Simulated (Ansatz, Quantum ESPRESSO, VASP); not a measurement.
**Code comparison for Ba (Im-3m, 1 atom in the cell)**

Self-consistent single point.

```yaml
crystal:
  lattice:
    - [-2.51502, 2.51502, 2.51502]
    - [2.51502, -2.51502, 2.51502]
    - [2.51502, 2.51502, -2.51502]
  atoms:
    - { symbol: Ba, position: [0.00000, 0.00000, 0.00000] }
```

All programs got the same cell, k-point mesh and kind of occupations (in Ansatz's words: kpoints.mp_grid.grid = 12 12 12; scf.occupations.method = gaussian; scf.occupations.width = 0.1 eV); potentials, basis and cutoffs are each program's usual ones.

```json
[
 {"code": "Quantum ESPRESSO", "model": "PBE, PseudoDojo standard norm-conserving (PBE) pseudopotentials", "pressure (GPa)": "-0.06", "cutoff": "60 Ry"},
 {"code": "Ansatz", "model": "PBE, default PAW files", "pressure (GPa)": "-0.05", "cutoff": "default"},
 {"code": "VASP", "model": "PBE, VASP's PBE PAW potentials (set 64)", "pressure (GPa)": "-0.01", "cutoff": "300 eV"}
]
```

The spread over the programs that give each value: pressure within 0.05 GPa.

The starting cell has typed, rounded lattice constants, without a prior relaxation at this level. Its lattice was rescaled by a random factor within 2.5 % of one.

Question: Why do the programs differ, and what cannot be compared?

Answer: Differences of this kind can come from the potentials, where these differ, and from what each basis and cutoff leave unconverged. The zero of total energies and Fermi levels follows the potentials and each program's conventions, so they are not compared here. Ansatz's pressure is given at a fixed set of plane waves, as the other plane-wave codes print theirs.

VASP's run is marked for a possible Pulay error in its stress at this cutoff; no cutoff test was made.

Left out of this page: ABINIT, GPAW, CP2K, Elk, FLEUR and SIESTA (not drawn, or without a comparable value).

Ansatz is a first-principles code.

Keys are those of Ansatz 0.2.
